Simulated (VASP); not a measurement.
Here is the system:

```
HgTi
1.0
    3.00258     0.00000     0.00000
    0.00000     3.00258     0.00000
    0.00000     0.00000     4.08352
Ti Hg
1 1
Cartesian
  1.50129   1.50129   2.04176
  0.00000   0.00000   0.00000
```

Level of theory: LDA (Ceperley-Alder, Perdew-Zunger), VASP's LDA PAW potentials (set 64) (plane waves; VASP 6.6.1). Run with 300 eV cut-off, 7×7×6 Γ-centred mesh, Fermi-Dirac smearing of 0.050 eV, potentials Ti_sv Hg.

The run has a spin-polarised start.

Q: Give the spin-up energies of bands 7 to 16 at the high-symmetry points, in eV from the Fermi level.

A: 
| band | Γ | X | M | Z | R | A |
|---|---|---|---|---|---|---|
| 7 | -8.09 | -7.38 | -8.03 | -7.00 | -7.32 | -7.89 |
| 8 | -7.04 | -7.24 | -7.47 | -7.00 | -6.99 | -6.76 |
| 9 | -7.04 | -6.86 | -5.84 | -6.54 | -6.94 | -5.84 |
| 10 | -6.56 | -3.76 | -2.14 | -6.52 | -3.65 | -2.08 |
| 11 | -0.49 | -3.51 | 0.29 | -4.64 | -1.78 | -1.72 |
| 12 | -0.39 | -1.14 | 0.29 | -0.75 | -0.75 | -1.72 |
| 13 | 1.05 | -0.45 | 1.11 | 0.61 | -0.30 | 1.20 |
| 14 | 1.89 | 1.14 | 1.11 | 1.18 | 1.58 | 1.51 |
| 15 | 1.89 | 1.71 | 1.34 | 1.18 | 1.87 | 3.19 |
| 16 | 2.44 | 3.56 | 3.19 | 2.38 | 1.92 | 5.62 |

Q: Give the spin-down energies of bands 7 to 16 at the high-symmetry points, in eV from the Fermi level.

A: 
| band | Γ | X | M | Z | R | A |
|---|---|---|---|---|---|---|
| 7 | -8.09 | -7.38 | -8.03 | -7.00 | -7.32 | -7.89 |
| 8 | -7.04 | -7.24 | -7.47 | -7.00 | -6.99 | -6.76 |
| 9 | -7.04 | -6.86 | -5.84 | -6.54 | -6.94 | -5.84 |
| 10 | -6.56 | -3.76 | -2.14 | -6.52 | -3.65 | -2.08 |
| 11 | -0.49 | -3.51 | 0.29 | -4.64 | -1.78 | -1.72 |
| 12 | -0.39 | -1.14 | 0.29 | -0.75 | -0.75 | -1.72 |
| 13 | 1.05 | -0.45 | 1.11 | 0.61 | -0.30 | 1.20 |
| 14 | 1.89 | 1.14 | 1.11 | 1.18 | 1.58 | 1.51 |
| 15 | 1.89 | 1.71 | 1.34 | 1.18 | 1.87 | 3.19 |
| 16 | 2.44 | 3.56 | 3.19 | 2.38 | 1.92 | 5.62 |

It has no gap at this level: it comes out as a metal or semimetal.

The structure comes from a computed database's TiHg entry (P4/mmm); how it stands against other phases isn't given here. The cell was not relaxed at this level.
